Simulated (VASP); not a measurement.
Computed with r2SCAN meta-GGA, VASP's PBE PAW potentials (set 64) (plane waves; VASP 6.6.1).

VASP ran on this input.

### KPOINTS
```
kpoints
0
Gamma
9 9 5
0 0 0
```

**INCAR**
```
SYSTEM = Se
LMAXMIX = 4
METAGGA = R2SCAN
LASPH = .True.   ! aspherical one-centre terms
PREC = Accurate
ALGO = Normal   ! blocked Davidson
LMIXTAU = .True.
SIGMA = 0.05   ! width (eV)
EDIFFG = -0.01   ! ionic stop
ISMEAR = 0
EDIFF = 1E-6   ! SCF stop (eV)
LCHARG = .False.
NSW = 60
NELM = 100   ! most electronic steps
LREAL = .False.
LWAVE = .False.
ISIF = 3
ENCUT = 400
IBRION = 2
```

File POSCAR:
```
Se
1
    3.0729160000     0.0000000000     0.0000000000
   -1.5364580000     2.6612230000     0.0000000000
    0.0000000000     0.0000000000     4.9891680000
Se
2
Direct
  0.3333330000   0.6666670000   0.2500000000
  0.6666670000   0.3333330000   0.7500000000
```

POTCAR, in this order: Se (PBE.64 set). Program: vasp_std.

The resulting files:

File OSZICAR:
```
...
DAV:   2    -0.276941399923E+02    0.10067E-03   -0.27235E-04   734   0.136E-01    0.522E-02
DAV:   3    -0.276940658170E+02    0.74175E-04   -0.19026E-04   730   0.101E-01    0.135E-02
DAV:   4    -0.276940585536E+02    0.72633E-05   -0.23810E-06   696   0.163E-02    0.123E-02
DAV:   5    -0.276940738161E+02   -0.15262E-04   -0.72348E-07   432   0.114E-02    0.203E-03
DAV:   6    -0.276940378917E+02    0.35924E-04   -0.17369E-06   432   0.162E-02    0.103E-03
DAV:   7    -0.276940444762E+02   -0.65846E-05   -0.13386E-07   360   0.365E-03    0.580E-04
DAV:   8    -0.276940444702E+02    0.60443E-08   -0.81584E-09   360   0.922E-04
  14 F= -.27694044E+02 E0= -.27693081E+02  d E =-.112855E+00
       N       E                     dE             d eps       ncg     rms          rms(c)
DAV:   1    -0.276940664809E+02   -0.22005E-04   -0.28150E-03   720   0.370E-01    0.548E-02
DAV:   2    -0.276940471340E+02    0.19347E-04   -0.81265E-05   734   0.744E-02    0.284E-02
DAV:   3    -0.276940195216E+02    0.27612E-04   -0.56706E-05   730   0.555E-02    0.743E-03
DAV:   4    -0.276940149660E+02    0.45556E-05   -0.69726E-07   452   0.900E-03    0.656E-03
DAV:   5    -0.276940213727E+02   -0.64067E-05   -0.26489E-07   374   0.644E-03    0.779E-04
DAV:   6    -0.276940038548E+02    0.17518E-04   -0.40859E-07   366   0.792E-03    0.330E-04
DAV:   7    -0.276940061870E+02   -0.23322E-05   -0.25309E-08   360   0.151E-03    0.293E-04
DAV:   8    -0.276940061482E+02    0.38795E-07   -0.20605E-09   360   0.436E-04
  15 F= -.27694006E+02 E0= -.27693055E+02  d E =-.112817E+00
       N       E                     dE             d eps       ncg     rms          rms(c)
DAV:   1    -0.276944923257E+02   -0.48614E-03   -0.34808E-03   744   0.408E-01    0.379E-02
DAV:   2    -0.276944385939E+02    0.53732E-04   -0.75317E-05   754   0.670E-02    0.193E-02
DAV:   3    -0.276944463458E+02   -0.77519E-05   -0.34170E-05   732   0.526E-02    0.528E-03
DAV:   4    -0.276944569372E+02   -0.10591E-04   -0.17722E-06   584   0.149E-02    0.411E-03
DAV:   5    -0.276944500821E+02    0.68551E-05   -0.10451E-06   424   0.106E-02    0.140E-03
DAV:   6    -0.276944625330E+02   -0.12451E-04   -0.76190E-07   418   0.968E-03    0.502E-04
DAV:   7    -0.276944620346E+02    0.49843E-06   -0.48911E-08   362   0.263E-03
  16 F= -.27694462E+02 E0= -.27693490E+02  d E =-.455886E-03
       N       E                     dE             d eps       ncg     rms          rms(c)
DAV:   1    -0.276959392410E+02   -0.14767E-02   -0.31384E-02   744   0.123E+00    0.110E-01
DAV:   2    -0.276955885550E+02    0.35069E-03   -0.67614E-04   758   0.201E-01    0.568E-02
DAV:   3    -0.276956011538E+02   -0.12599E-04   -0.30088E-04   740   0.156E-01    0.158E-02
DAV:   4    -0.276956469658E+02   -0.45812E-04   -0.14587E-05   756   0.418E-02    0.129E-02
DAV:   5    -0.276956194212E+02    0.27545E-04   -0.75453E-06   728   0.281E-02    0.474E-03
DAV:   6    -0.276956666917E+02   -0.47270E-04   -0.68131E-06   720   0.294E-02    0.167E-03
DAV:   7    -0.276956660798E+02    0.61188E-06   -0.31285E-07   366   0.587E-03
  17 F= -.27695666E+02 E0= -.27694674E+02  d E =-.165993E-02
       N       E                     dE             d eps       ncg     rms          rms(c)
DAV:   1    -0.276980490461E+02   -0.23824E-02   -0.12582E-01   744   0.246E+00    0.203E-01
DAV:   2    -0.276969989356E+02    0.10501E-02   -0.26314E-03   758   0.401E-01    0.107E-01
DAV:   3    -0.276969375017E+02    0.61434E-04   -0.11321E-03   740   0.302E-01    0.305E-02
DAV:   4    -0.276970947719E+02   -0.15727E-03   -0.51883E-05   754   0.785E-02    0.259E-02
DAV:   5    -0.276970205542E+02    0.74218E-04   -0.15210E-05   734   0.397E-02    0.111E-02
DAV:   6    -0.276971531864E+02   -0.13263E-03   -0.19607E-05   720   0.505E-02    0.335E-03
DAV:   7    -0.276971491872E+02    0.39992E-05   -0.10553E-06   424   0.109E-02    0.182E-03
DAV:   8    -0.276971548178E+02   -0.56306E-05   -0.13387E-07   360   0.369E-03    0.132E-03
DAV:   9    -0.276971500405E+02    0.47773E-05   -0.72742E-08   360   0.287E-03    0.526E-04
DAV:  10    -0.276971529409E+02   -0.29004E-05   -0.11631E-08   360   0.114E-03    0.754E-05
DAV:  11    -0.276971523761E+02    0.56480E-06   -0.15937E-09   360   0.381E-04
  18 F= -.27697152E+02 E0= -.27696176E+02  d E =-.314623E-02
       N       E                     dE             d eps       ncg     rms          rms(c)
DAV:   1    -0.276985642179E+02   -0.14113E-02   -0.50588E-01   742   0.493E+00    0.397E-01
DAV:   2    -0.276948573356E+02    0.37069E-02   -0.10465E-02   760   0.802E-01    0.218E-01
DAV:   3    -0.276943442017E+02    0.51313E-03   -0.47228E-03   740   0.610E-01    0.608E-02
DAV:   4    -0.276948723203E+02   -0.52812E-03   -0.17829E-04   758   0.146E-01    0.525E-02
DAV:   5    -0.276945262268E+02    0.34609E-03   -0.73017E-05   734   0.886E-02    0.202E-02
DAV:   6    -0.276950770315E+02   -0.55080E-03   -0.13195E-04   722   0.128E-01    0.659E-03
DAV:   7    -0.276950671288E+02    0.99027E-05   -0.40222E-06   760   0.206E-02    0.386E-03
DAV:   8    -0.276950766696E+02   -0.95408E-05   -0.29460E-07   362   0.615E-03    0.324E-03
DAV:   9    -0.276950562879E+02    0.20382E-04   -0.11356E-06   430   0.116E-02    0.140E-03
DAV:  10    -0.276950676549E+02   -0.11367E-04   -0.26157E-07   360   0.508E-03    0.623E-04
DAV:  11    -0.276950679950E+02   -0.34011E-06   -0.55477E-09   360   0.963E-04
  19 F= -.27695068E+02 E0= -.27694432E+02  d E =-.106185E-02
       N       E                     dE             d eps       ncg     rms          rms(c)
DAV:   1    -0.276997611315E+02   -0.46935E-02   -0.32658E-01   742   0.394E+00    0.324E-01
DAV:   2    -0.276975630008E+02    0.21981E-02   -0.68782E-03   760   0.651E-01    0.179E-01
DAV:   3    -0.276970567767E+02    0.50622E-03   -0.33161E-03   740   0.508E-01    0.490E-02
DAV:   4    -0.276973238428E+02   -0.26707E-03   -0.15102E-04   760   0.136E-01    0.422E-02
DAV:   5    -0.276972929143E+02    0.30929E-04   -0.26791E-05   740   0.530E-02    0.225E-02
DAV:   6    -0.276973029733E+02   -0.10059E-04   -0.43396E-05   722   0.768E-02    0.588E-03
DAV:   7    -0.276973173866E+02   -0.14413E-04   -0.26027E-06   558   0.171E-02    0.326E-03
DAV:   8    -0.276973073981E+02    0.99885E-05   -0.31636E-07   364   0.567E-03    0.222E-03
DAV:   9    -0.276973203062E+02   -0.12908E-04   -0.23658E-07   360   0.518E-03    0.761E-04
DAV:  10    -0.276973141474E+02    0.61588E-05   -0.48203E-08   360   0.232E-03    0.163E-04
DAV:  11    -0.276973146028E+02   -0.45542E-06   -0.21768E-09   360   0.434E-04
  20 F= -.27697315E+02 E0= -.27696389E+02  d E =-.330845E-02
       N       E                     dE             d eps       ncg     rms          rms(c)
DAV:   1    -0.276973186543E+02   -0.45070E-05   -0.27764E-04   742   0.115E-01    0.920E-03
DAV:   2    -0.276973114674E+02    0.71869E-05   -0.56875E-06   760   0.187E-02    0.498E-03
DAV:   3    -0.276973122603E+02   -0.79291E-06   -0.24733E-06   732   0.138E-02
  21 F= -.27697312E+02 E0= -.27696394E+02  d E =-.330611E-02
       N       E                     dE             d eps       ncg     rms          rms(c)
DAV:   1    -0.276974864483E+02   -0.17498E-03   -0.52045E-03   720   0.503E-01    0.744E-02
DAV:   2    -0.276973857600E+02    0.10069E-03   -0.14793E-04   726   0.101E-01    0.386E-02
DAV:   3    -0.276973624559E+02    0.23304E-04   -0.10430E-04   732   0.744E-02    0.105E-02
DAV:   4    -0.276973771426E+02   -0.14687E-04   -0.11021E-06   500   0.115E-02    0.942E-03
DAV:   5    -0.276973543520E+02    0.22791E-04   -0.83185E-07   430   0.116E-02    0.162E-03
DAV:   6    -0.276974011955E+02   -0.46843E-04   -0.15204E-06   432   0.156E-02    0.480E-04
DAV:   7    -0.276973940725E+02    0.71229E-05   -0.10109E-07   360   0.304E-03    0.356E-04
DAV:   8    -0.276973940076E+02    0.64962E-07   -0.53481E-09   360   0.730E-04
  22 F= -.27697394E+02 E0= -.27696481E+02  d E =-.817473E-04
```

**OUTCAR**
```
------------------------ aborting loop because EDIFF is reached ----------------------------------------
  FORCE on cell =-STRESS in cart. coord.  units (eV):
  Direction    XX          YY          ZZ          XY          YZ          ZX
  --------------------------------------------------------------------------------------
  Total        0.0000939      0.0000939     -0.0042486      0.0000000     -0.0000000      0.0000000
  in kB        0.0033944      0.0033944     -0.1536296      0.0000000     -0.0000000      0.0000000
  external PRESSURE =      -0.0489470 kB  Pullay stress =       0.0000000 kB
  volume of cell :       44.31
      direct lattice vectors                 reciprocal lattice vectors
     3.665562698  0.000000000  0.000000000     0.272809411  0.157506612 -0.000000000
    -1.832781349  3.174469900 -0.000000000    -0.000000000  0.315013225 -0.000000000
     0.000000000  0.000000000  3.807785902    -0.000000000 -0.000000000  0.262619807
 POSITION                                       TOTAL-FORCE (eV/Angst)
 -----------------------------------------------------------------------------------
     -0.00000      2.11631      0.95195        -0.000000     -0.000000      0.000000
      1.83278      1.05816      2.85584         0.000000      0.000000     -0.000000
 -----------------------------------------------------------------------------------
    total drift:                               -0.000183      0.000106      0.000003
  FREE ENERGIE OF THE ION-ELECTRON SYSTEM (eV)
  ---------------------------------------------------
  free  energy   TOTEN  =       -27.6973940076 eV

  energy  without entropy=      -27.6955677129  energy(sigma->0) =      -27.69648086

 reached required accuracy - stopping structural energy minimisation
```
(Selected blocks of OUTCAR.)

**CONTCAR**
```
Se
   1.00000000000000
     3.6655626979985962    0.0000000000000000    0.0000000000000002
    -1.8327813489992981    3.1744698996953136   -0.0000000000000001
     0.0000000000000000    0.0000000000000004    3.8077859024912151
  Se
     2
Direct
     0.3333330000000032    0.6666669999999968    0.2500000000000000
     0.6666669999999968    0.3333330000000032    0.7500000000000000
```

Energy and stress use the plane-wave basis of the starting cell.

The structure was generated: Se was put into the hcp type (P6_3/mmc), which need not be its known phase. This run relaxes it. Symmetry was kept, so distortions that lower it aren't found. The k-mesh is coarse (spacing up to 0.33 per Å, 2π included), so the numbers may not be converged in it.
